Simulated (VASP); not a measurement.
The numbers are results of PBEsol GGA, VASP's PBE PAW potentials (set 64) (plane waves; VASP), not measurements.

VASP input:

### KPOINTS
```
Automatic mesh
0
gamma
5 5 3
```

File POSCAR:
```
N2
1
    4.1672300000     0.0000000000     0.0000000000
   -2.0836150000     3.6089270000     0.0000000000
    0.0000000000     0.0000000000     7.0060000000
N
4
Direct
  0.3333330000   0.6666670000   0.3289300000
  0.6666670000   0.3333330000   0.6710700000
  0.6666670000   0.3333330000   0.8289300000
  0.3333330000   0.6666670000   0.1710700000
```

### INCAR
```
! general
SYSTEM = N2
PREC   = Accurate
ENCUT  = 400   ! plane-wave cut-off (eV)
LREAL  = .FALSE.   ! projection in real space or not
LASPH  = .TRUE.   ! aspherical one-centre terms

! electronic loop
EDIFF  = 1E-6   ! SCF stop (eV)
NELM   = 100   ! most electronic steps
ALGO   = Normal   ! blocked Davidson

! smearing
ISMEAR = 0
SIGMA  = 0.01

! functional
GGA    = PS   ! PBEsol

! ions
ISIF   = 2

! output
LWAVE  = .FALSE.
LCHARG = .FALSE.
```

POTCAR, in this order: N (PBE.64 set). Program: vasp_std.

Output of the run:

OSZICAR:
```
       N       E                     dE             d eps       ncg     rms          rms(c)
DAV:   1     0.119262640670E+03    0.11926E+03   -0.82460E+03   280   0.955E+02
DAV:   2    -0.243474313532E+02   -0.14361E+03   -0.14113E+03   380   0.252E+02
DAV:   3    -0.355478295256E+02   -0.11200E+02   -0.11142E+02   376   0.813E+01
DAV:   4    -0.356436463376E+02   -0.95817E-01   -0.95616E-01   324   0.896E+00
DAV:   5    -0.356448833544E+02   -0.12370E-02   -0.12369E-02   340   0.924E-01    0.112E+01
DAV:   6    -0.343686607607E+02    0.12762E+01   -0.18008E+00   304   0.994E+00    0.653E+00
DAV:   7    -0.340644049951E+02    0.30426E+00   -0.12664E+00   328   0.857E+00    0.168E+00
DAV:   8    -0.340586114316E+02    0.57936E-02   -0.10922E-01   298   0.252E+00    0.277E-01
DAV:   9    -0.340584125862E+02    0.19885E-03   -0.44915E-03   304   0.508E-01    0.120E-01
DAV:  10    -0.340587806036E+02   -0.36802E-03   -0.76523E-04   322   0.250E-01    0.499E-02
DAV:  11    -0.340587523030E+02    0.28301E-04   -0.54653E-05   304   0.709E-02    0.826E-03
DAV:  12    -0.340587522528E+02    0.50133E-07   -0.14548E-05   322   0.352E-02    0.126E-02
DAV:  13    -0.340587568099E+02   -0.45571E-05   -0.80384E-07   146   0.103E-02    0.200E-03
DAV:  14    -0.340587575340E+02   -0.72413E-06   -0.39451E-07   140   0.574E-03
   1 F= -.34058758E+02 E0= -.34058758E+02  d E =-.150617E-23
```

OUTCAR:
```
------------------------ aborting loop because EDIFF is reached ----------------------------------------
  FORCE on cell =-STRESS in cart. coord.  units (eV):
  Direction    XX          YY          ZZ          XY          YZ          ZX
  --------------------------------------------------------------------------------------
  Total       -2.0063885     -2.0063884      0.9229100      0.0000000      0.0000000      0.0000000
  in kB      -30.5091358    -30.5091351     14.0337666      0.0000000      0.0000000      0.0000000
  external PRESSURE =     -15.6615014 kB  Pullay stress =       0.0000000 kB
  volume of cell :      105.36
      direct lattice vectors                 reciprocal lattice vectors
     4.167230000  0.000000000  0.000000000     0.239967556  0.138545335  0.000000000
    -2.083615000  3.608927000  0.000000000     0.000000000  0.277090670  0.000000000
     0.000000000  0.000000000  7.006000000     0.000000000  0.000000000  0.142734799
 POSITION                                       TOTAL-FORCE (eV/Angst)
 -----------------------------------------------------------------------------------
     -0.00000      2.40595      2.30448         0.000000     -0.000000      1.519183
      2.08362      1.20297      4.70152        -0.000000      0.000000     -1.519183
      2.08362      1.20297      5.80748        -0.000000      0.000000      1.519183
     -0.00000      2.40595      1.19852         0.000000     -0.000000     -1.519183
 -----------------------------------------------------------------------------------
    total drift:                               -0.001311      0.000165      0.000000
  FREE ENERGIE OF THE ION-ELECTRON SYSTEM (eV)
  ---------------------------------------------------
  free  energy   TOTEN  =       -34.0587575340 eV

  energy  without entropy=      -34.0587575340  energy(sigma->0) =      -34.05875753
```
(Selected blocks of OUTCAR.)

At this cut-off the stress carries a Pulay error, which pulls relaxed volumes low.

The structure comes from a computed database's N2 entry (P6_3/mmc); how it stands against other phases isn't given here. The cell was not relaxed at this level. The run is one of a series of settings (GGA = PS, POTCAR N (PBE.64 set) against the base run), some of them coarse on purpose.
